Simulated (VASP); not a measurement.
Input:

```yaml
crystal:
  lattice:
    - [4.53698, 0.00000, 0.00000]
    - [0.00000, 4.53698, 0.00000]
    - [0.00000, 0.00000, 4.53698]
  atoms:
    - { symbol: Fe, position: [0.86507, 0.63493, 0.36507] }
    - { symbol: Fe, position: [0.36507, 0.86507, 0.63493] }
    - { symbol: Fe, position: [0.13493, 0.13493, 0.13493] }
    - { symbol: Fe, position: [0.63493, 0.36507, 0.86507] }
    - { symbol: Ge, position: [0.16144, 0.33856, 0.66144] }
    - { symbol: Ge, position: [0.66144, 0.16144, 0.33856] }
    - { symbol: Ge, position: [0.83856, 0.83856, 0.83856] }
    - { symbol: Ge, position: [0.33856, 0.66144, 0.16144] }
```

Level of theory: LDA (Ceperley-Alder, Perdew-Zunger), VASP's LDA PAW potentials (set 64) (plane waves; VASP). Numerical set-up: 400 eV cut-off, 6×6×6 Γ-centred mesh, tetrahedra with Blöchl corrections, potentials Fe Ge_d.

The cores are frozen, which limits the accuracy of field gradients.

Give the principal components of the electric field gradient (V/Å²) and the asymmetry η at each nucleus.

```
atom    Vxx    Vyy    Vzz     η
----  -----  -----  -----  ----
Fe1   -23.0  -23.0   46.1  0.00
Fe2   -23.0  -23.0   46.1  0.00
Fe3   -23.0  -23.0   46.1  0.00
Fe4   -23.0  -23.0   46.1  0.00
Ge5    40.1   40.1  -80.2  0.00
Ge6    40.1   40.1  -80.2  0.00
Ge7    40.1   40.1  -80.2  0.00
Ge8    40.1   40.1  -80.2  0.00
```

The compound is FeGe in the B20 structure. It was relaxed first, which changed the volume by -10 %. The run is not spin-polarised, so no magnetic state was tried.
